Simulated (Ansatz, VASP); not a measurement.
## Two plane-wave programs on RbCaH3

```
Rb Ca H
1.0
     4.54700    0.00000    0.00000
     0.00000    4.54700    0.00000
     0.00000    0.00000    4.54700
Rb Ca H
1 1 3
Direct
  0.00000 0.00000 0.08247
  0.50000 0.50000 0.50000
  0.00000 0.50000 0.50000
  0.50000 0.00000 0.50000
  0.50000 0.50000 0.00000
```

Change from the starting cell: all Rb atoms moved +0.375 Å, as atom 1 along Cartesian [0 0 1].

Alike in both runs: task single point; functional LDA; k mesh 6 × 6 × 6; occupations gaussian, width 0.05 eV; no spin polarisation.

|  | VASP | Ansatz |
| --- | --- | --- |
| version | VASP 6.6.1 | Ansatz 0.2.0 |
| potentials or method | VASP PAW LDA potentials, release 64 (Rb_sv, Ca_sv, H) | scalar-relativistic, plane waves, PAW |
| plane-wave cutoff (eV) | 520 | 420 |
| valence electrons in the cell | 22 | 22 |

VASP gave:

```
gap on the k mesh at the Fermi level (eV) : 2.92
least direct gap on the mesh (eV)         : 2.92
pressure (GPa)                            : -2.0
rms of the force components (eV/Å)        : 0.120
```

Problem. What did Ansatz give for the same quantities?

Solution. gap on the k mesh at the Fermi level (eV): 2.93; least direct gap on the mesh (eV): 2.93; pressure (GPa): -2.0; rms of the force components (eV/Å): 0.119.

Atom by atom the forces differ by 0.001 eV/Å (rms over components).

A k mesh can miss the band edges.
